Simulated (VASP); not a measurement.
Consider the following.

```yaml
crystal:
  lattice:
    - [0.00000, 2.32284, 2.32284]
    - [2.32284, 0.00000, 2.32284]
    - [2.32284, 2.32284, 0.00000]
  atoms:
    - { symbol: Zr, position: [0.00000, 0.00000, 0.00000] }
    - { symbol: C, position: [0.50000, 0.50000, 0.50000] }
```

Computed with LDA (Ceperley-Alder, Perdew-Zunger) with spin-orbit coupling, VASP's LDA PAW potentials (set 64) (plane waves; VASP). Numerical set-up: 520 eV cut-off, 12×12×12 Γ-centred mesh, Gaussian smearing of 0.050 eV, potentials Zr_sv C.

Give the energies of bands 11 to 23 at the high-symmetry points, in eV from the Fermi level.

```
band     Γ      X      U      L      W
----  ----  -----  -----  -----  -----
11    0.83  -2.04  -3.19  -5.52  -2.80
12    0.83  -2.04  -3.19  -5.52  -2.80
13    0.90  -2.00  -2.31  -3.14  -2.50
14    0.90  -2.00  -2.31  -3.14  -2.50
15    0.90  -0.02  -1.67  -3.12  -2.33
16    0.90  -0.02  -1.67  -3.12  -2.33
17    0.95   0.11   1.43   4.57   3.27
18    0.95   0.11   1.43   4.57   3.27
19    0.95   4.56   4.96   4.58   3.28
20    0.95   4.56   4.96   4.58   3.28
21    1.02   5.77   5.50   5.44   5.82
22    1.02   5.77   5.50   5.44   5.82
23    2.83   5.86   7.60   6.64   7.28
```

It has no gap at this level: it comes out as a metal or semimetal.

The compound is ZrC in the rock salt structure. It was relaxed first.
